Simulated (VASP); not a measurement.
These are PBE GGA, VASP's PBE PAW potentials (set 64) (plane waves; VASP) values and carry that method's errors.

Input for VASP

POSCAR:
```
CsI
9.3418490
  0.5000000214   0.0000000000   0.0000000000
  0.0000000000   0.5000000214   0.0000000000
  0.0000000000   0.0000000000   0.5000000214
Cs I
1 1
Cart
  0.0000000000   0.0000000000   0.0000000000
  0.2500000107   0.2500000107   0.2500000107
```

KPOINTS:
```
kpoints
0
Gamma
4 4 4
```

INCAR:
```
# general
SYSTEM  = CsI
PREC    = Accurate
ENCUT   = 520
LREAL   = .FALSE.
LASPH   = .TRUE.

# electronic loop
EDIFF   = 1E-6
NELM    = 100
ALGO    = Normal
LMAXMIX = 4

# smearing
ISMEAR  = 0
SIGMA   = 0.05

# functional
GGA     = PE

# output
LWAVE   = .TRUE.
LCHARG  = .FALSE.
```

POTCAR, in this order: Cs_sv I (PBE.64 set). Program: vasp_std.

Unless said otherwise, spin-orbit coupling is left out, though it shifts the bands of the heavy elements here.

**Question.** What does the run give for the energy per atom (σ→0), band gap (on the k-mesh)?

**Answer.** 
| Quantity | Value |
|---|---|
| energy per atom (σ→0) | -2.720 eV/atom |
| band gap (on the k-mesh) | 3.67 eV |

### OSZICAR
```
...
DAV:   6    -0.546488431368E+01    0.13152E+00   -0.17435E-01   264   0.192E+00    0.118E+00
DAV:   7    -0.543660083361E+01    0.28283E-01   -0.15028E-01   272   0.184E+00    0.611E-01
DAV:   8    -0.544039153038E+01   -0.37907E-02   -0.11070E-02   252   0.677E-01    0.711E-02
DAV:   9    -0.544078212026E+01   -0.39059E-03   -0.13007E-03   276   0.221E-01    0.775E-02
DAV:  10    -0.544086865014E+01   -0.86530E-04   -0.12772E-04   264   0.845E-02    0.153E-02
DAV:  11    -0.544086431734E+01    0.43328E-05   -0.36620E-05   280   0.291E-02    0.573E-03
DAV:  12    -0.544086519027E+01   -0.87294E-06   -0.41306E-06   268   0.147E-02
   1 F= -.54408652E+01 E0= -.54408652E+01  d E =-.107298E-14
```

The compound is CsI in the CsCl type structure. It was relaxed first, which changed the volume by +7 %.
